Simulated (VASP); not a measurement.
```
AlNi
1.0
    2.86280     0.00000     0.00000
    0.00000     2.86280     0.00000
    0.00000     0.00000     2.86280
Al Ni
1 1
Direct
  0.50000   0.50000   0.50000
  0.00000   0.00000   0.00000
```

Calculation: PBEsol GGA, VASP's PBE PAW potentials (set 64) (plane waves; VASP). Run with 480 eV cut-off, 12×12×12 Γ-centred mesh, first-order Methfessel-Paxton smearing of 0.10 eV, potentials Al Ni.

**Question.** Predict the energy per atom (σ→0), band gap (on the k-mesh) with the smallest direct gap where there is one.

**Answer.** 
| Item | Value |
|---|---|
| band gap (on the k-mesh) | none (metal, semimetal or under 0.01 eV) |
| energy per atom (σ→0) | -5.792 eV/atom |

The compound is NiAl in the CsCl type structure. It was relaxed first. The run is not spin-polarised, so no magnetic state was tried. The electron count is odd and the run is not spin-polarised, which forces a metal.
